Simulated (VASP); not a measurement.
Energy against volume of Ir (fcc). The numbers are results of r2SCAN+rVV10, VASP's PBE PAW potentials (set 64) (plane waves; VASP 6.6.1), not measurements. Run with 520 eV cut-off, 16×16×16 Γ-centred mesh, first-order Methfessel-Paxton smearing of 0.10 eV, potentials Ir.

```tsv
V (Å³/atom)	E (eV/atom)
13.794	-52.21383
14.221	-52.23155
14.647	-52.21819
15.074	-52.17897
```

Fit these four points and predict the energy of the run at 13.367 Å³/atom.

A cubic in V^(−2/3), the third-order Birch-Murnaghan form, passes through the four points with V0 = 14.24 Å³/atom and B0 = 386 GPa, and gives -52.1587 eV/atom there. The run gave -52.1588 eV/atom, -0.1 meV/atom from the fit; all five points give B0 = 386 GPa.

The compound is Ir in the fcc structure. It was relaxed first.
